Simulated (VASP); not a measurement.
Input:

```xyz
1
Lattice="0.0000 1.9666 1.9666 1.9666 0.0000 1.9666 1.9666 1.9666 0.0000" Properties=species:S:1:pos:R:3 pbc="T T T"
Pt     0.0000     0.0000     0.0000
```

Calculation: r2SCAN+rVV10, VASP's PBE PAW potentials (set 64) (plane waves; VASP 6.6.1). Settings: 520 eV cut-off, 18×18×18 Γ-centred mesh, tetrahedra with Blöchl corrections, potentials Pt.

Unless said otherwise, spin-orbit coupling is left out, though it shifts the bands of the heavy elements here.

Question: Estimate the energy per atom (σ→0), band gap (over mesh and band path) with the smallest direct gap where there is one.

Answer: 
The band gap (over mesh and band path) is none (metal, semimetal or under 0.01 eV) and the energy per atom (σ→0) is -51.347 eV/atom.

The compound is Pt in the fcc structure. It was relaxed first.
